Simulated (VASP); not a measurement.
Calculation: TPSS meta-GGA, VASP's PBE PAW potentials (set 64) (plane waves; VASP 6.6.1).

VASP ran on this input.

### KPOINTS
```
K-points
0
G
12 12 7
```

### INCAR
```
ALGO  =  Normal
EDIFF  =  1E-7
EDIFFG  =  -0.01
ENCUT  =  520
IBRION  =  2
ISIF  =  4
ISMEAR  =  1
LASPH  =  .TRUE.
LCHARG  =  .FALSE.
LMAXMIX  =  6
LMIXTAU  =  .TRUE.
LREAL  =  .FALSE.
LWAVE  =  .FALSE.
METAGGA  =  TPSS
NELM  =  100
NSW  =  30
PREC  =  Accurate
SIGMA  =  0.1
SYSTEM  =  Ho
```

File POSCAR:
```
Ho
1
    1.7517130821    -3.0340561118     0.0000000000
    1.7517130821     3.0340561118     0.0000000000
    0.0000000000     0.0000000000     5.3975703804
Ho
2
Direct
  0.3333330000   0.6666670000   0.2500000000
  0.6666670000   0.3333330000   0.7500000000
```

POTCAR, in this order: Ho_3 (PBE.64 set). Program: vasp_std.

What VASP printed:

File OSZICAR:
```
       N       E                     dE             d eps       ncg     rms          rms(c)
DAV:   1     0.126612891090E+03    0.12661E+03   -0.90559E+03  2016   0.151E+03
DAV:   2    -0.320628487279E+01   -0.12982E+03   -0.12750E+03  2540   0.665E+02
DAV:   3    -0.110542014226E+02   -0.78479E+01   -0.75088E+01  3209   0.131E+02
DAV:   4    -0.114169904656E+02   -0.36279E+00   -0.34194E+00  3467   0.185E+01
DAV:   5    -0.114300583947E+02   -0.13068E-01   -0.12742E-01  3343   0.347E+00    0.287E+01
DAV:   6    -0.149395256731E+02   -0.35095E+01   -0.44228E+01  1976   0.796E+02    0.168E+01
DAV:   7    -0.146247877370E+02    0.31474E+00   -0.11947E+00  3904   0.602E+01    0.114E+00
DAV:   8    -0.156111708588E+02   -0.98638E+00   -0.69056E-01  2016   0.116E+01    0.602E-01
DAV:   9    -0.143934906351E+02    0.12177E+01   -0.31607E+02  1976   0.580E+03    0.285E-01
DAV:  10    -0.156308256760E+02   -0.12373E+01   -0.60384E-01  2371   0.106E+01    0.298E-01
DAV:  11    -0.156383643465E+02   -0.75387E-02   -0.79921E-03  2967   0.105E+00    0.131E-01
DAV:  12    -0.156389289389E+02   -0.56459E-03   -0.64585E-04  3263   0.319E-01    0.322E-02
DAV:  13    -0.156394596981E+02   -0.53076E-03   -0.39290E-04  3167   0.228E-01    0.603E-02
DAV:  14    -0.156396042071E+02   -0.14451E-03   -0.88567E-06  3040   0.327E-02    0.464E-02
DAV:  15    -0.156396030224E+02    0.11847E-05   -0.31793E-07  2664   0.546E-03    0.449E-02
DAV:  16    -0.156397392646E+02   -0.13624E-03   -0.11211E-05  2630   0.324E-02    0.282E-03
DAV:  17    -0.156398449794E+02   -0.10571E-03   -0.15783E-05  2972   0.509E-02    0.120E-02
DAV:  18    -0.156398451370E+02   -0.15756E-06   -0.38217E-07  2601   0.620E-03    0.115E-02
DAV:  19    -0.156398453787E+02   -0.24178E-06   -0.19742E-08  1553   0.214E-03    0.788E-03
DAV:  20    -0.156398459549E+02   -0.57619E-06   -0.63667E-08  1498   0.348E-03    0.169E-03
DAV:  21    -0.156398459408E+02    0.14106E-07   -0.16170E-08  1498   0.373E-03
   1 F= -.15639846E+02 E0= -.15639278E+02  d E =-.156398E+02
       N       E                     dE             d eps       ncg     rms          rms(c)
DAV:   1    -0.156467771087E+02   -0.69312E-02   -0.26502E-01  2907   0.468E+00    0.338E-01
DAV:   2    -0.156433832959E+02    0.33938E-02   -0.71318E-03  3161   0.100E+00    0.223E-01
DAV:   3    -0.156423438073E+02    0.10395E-02   -0.17980E-03  3263   0.412E-01    0.133E-01
DAV:   4    -0.156422148962E+02    0.12891E-03   -0.33137E-04  3186   0.171E-01    0.409E-02
DAV:   5    -0.156422986442E+02   -0.83748E-04   -0.14915E-04  3038   0.152E-01    0.210E-02
DAV:   6    -0.156423209676E+02   -0.22323E-04   -0.24342E-05  2977   0.543E-02    0.572E-03
DAV:   7    -0.156423226278E+02   -0.16602E-05   -0.76189E-06  2587   0.255E-02    0.608E-03
DAV:   8    -0.156423269992E+02   -0.43713E-05   -0.10368E-06  2577   0.843E-03    0.119E-03
DAV:   9    -0.156423270775E+02   -0.78332E-07   -0.22186E-08  1423   0.240E-03
   2 F= -.15642327E+02 E0= -.15642046E+02  d E =-.248114E-02
       N       E                     dE             d eps       ncg     rms          rms(c)
DAV:   1    -0.156456468739E+02   -0.33199E-02   -0.15958E-01  2907   0.363E+00    0.262E-01
DAV:   2    -0.156435516634E+02    0.20952E-02   -0.43078E-03  3153   0.782E-01    0.169E-01
DAV:   3    -0.156429234134E+02    0.62825E-03   -0.10790E-03  3253   0.318E-01    0.105E-01
DAV:   4    -0.156428418809E+02    0.81532E-04   -0.20232E-04  3215   0.134E-01    0.316E-02
DAV:   5    -0.156428933531E+02   -0.51472E-04   -0.92884E-05  3005   0.120E-01    0.160E-02
DAV:   6    -0.156429087864E+02   -0.15433E-04   -0.13496E-05  2894   0.404E-02    0.412E-03
DAV:   7    -0.156429084254E+02    0.36100E-06   -0.39423E-06  2527   0.179E-02    0.488E-03
DAV:   8    -0.156429113428E+02   -0.29175E-05   -0.67299E-07  2498   0.683E-03    0.870E-04
DAV:   9    -0.156429114079E+02   -0.65072E-07   -0.26210E-08  1298   0.249E-03
   3 F= -.15642911E+02 E0= -.15642788E+02  d E =-.306547E-02
```

File OUTCAR:
```
------------------------ aborting loop because EDIFF is reached ----------------------------------------
  FORCE on cell =-STRESS in cart. coord.  units (eV):
  Direction    XX          YY          ZZ          XY          YZ          ZX
  --------------------------------------------------------------------------------------
  Total        1.0727531      1.0727532      1.0674478      0.0000000      0.0000000      0.0000000
  in kB       29.9568046     29.9568058     29.8086516      0.0000000      0.0000000      0.0000000
  external PRESSURE =      29.9074207 kB  Pullay stress =       0.0000000 kB
  volume of cell :       57.37
      direct lattice vectors                 reciprocal lattice vectors
     1.740270104 -3.014236296 -0.000000000     0.287311722 -0.165879497  0.000000000
     1.740270104  3.014236296  0.000000000     0.287311722  0.165879497 -0.000000000
     0.000000000  0.000000000  5.468786149     0.000000000 -0.000000000  0.182855934
 POSITION                                       TOTAL-FORCE (eV/Angst)
 -----------------------------------------------------------------------------------
      1.74027      1.00475      1.36720         0.000000     -0.000000      0.000000
      1.74027     -1.00475      4.10159        -0.000000      0.000000      0.000000
 -----------------------------------------------------------------------------------
    total drift:                               -0.000002      0.000084     -0.000011
  FREE ENERGIE OF THE ION-ELECTRON SYSTEM (eV)
  ---------------------------------------------------
  free  energy   TOTEN  =       -15.6429114079 eV

  energy  without entropy=      -15.6425414931  energy(sigma->0) =      -15.64278810

 reached required accuracy - stopping structural energy minimisation
```
(Selected blocks of OUTCAR.)

CONTCAR:
```
Ho
   1.00000000000000
     1.7402701038149080   -3.0142362959782618   -0.0000000000000000
     1.7402701038149080    3.0142362959782618    0.0000000000000000
     0.0000000000000000    0.0000000000000000    5.4687861488687597
  Ho
     2
Direct
     0.3333330000000032    0.6666669999999968    0.2500000000000000
     0.6666669999999968    0.3333330000000032    0.7500000000000000
```

The 4f electrons are frozen in the core of the lanthanide potential, so 4f levels, which can set the real gap, and their magnetism are missing.

The compound is Ho in the hcp structure. This cell is one point of a volume scan, at 0.94 of the reference volume. Symmetry was kept, so distortions that lower it aren't found.
